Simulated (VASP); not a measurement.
Energy against volume of Li₂O (antifluorite). Computed with PW91 GGA, VASP's PBE PAW potentials (set 64) (plane waves; VASP). Run with 520 eV cut-off, 8×8×8 Γ-centred mesh, Gaussian smearing of 0.050 eV, potentials Li_sv O.

| V (Å³/atom) | E (eV/atom) |
|---|---|
| 7.725 | -4.80827 |
| 7.971 | -4.81577 |
| 8.218 | -4.81882 |
| 8.464 | -4.81801 |

Task: Fit these four points and predict the energy of the run at 8.711 Å³/atom.

Result: A cubic in V^(−2/3), the third-order Birch-Murnaghan form, passes through the four points with V0 = 8.28 Å³/atom and B0 = 81 GPa, and gives -4.8139 eV/atom there. The run gave -4.8139 eV/atom, -0.1 meV/atom from the fit; all five points give B0 = 80 GPa.

The compound is Li2O in the antifluorite structure. It was relaxed first.
